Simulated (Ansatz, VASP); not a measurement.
## Two plane-wave programs on BC5

```
B C
1.0
     2.54333    0.00000    0.00000
    -1.27167    2.20259    0.00000
     0.00000    0.00000    6.36831
B C
1 5
Direct
  0.33333 0.66667 0.00694
  0.33333 0.66667 0.25950
  0.66667 0.33333 0.33883
  0.00000 0.00000 0.66463
  0.66667 0.33333 0.58158
  0.00000 0.00000 0.89951
```

Alike in both runs: functional r2SCAN; dispersion rVV10; k mesh 9 × 9 × 4; no spin polarisation.

Ansatz relaxed the structure, and its values are those at the end. VASP's run is a single point on that final structure, the one shown.

|  | VASP | Ansatz |
| --- | --- | --- |
| version | VASP 6.6.1 | Ansatz 0.2.0 |
| potentials or method | VASP PAW PBE potentials, release 64 (B, C) | plane waves, PAW |
| plane-wave cutoff (eV) | 520 | 550 |
| occupations | methfessel-paxton of order 1, width 0.1 eV | cold |
| valence electrons in the cell | 23 | 23 |

Ansatz gave:

| Quantity | Value |
| --- | --- |
| pressure (GPa) | 0.0 |
| rms of the force components (eV/Å) | 0.001 |

Estimate VASP's values.

pressure (GPa): 0.9; rms of the force components (eV/Å): 0.016.

Caveats: the PAW data sets were made with another functional, which shifts forces and pressure a little (VASP).
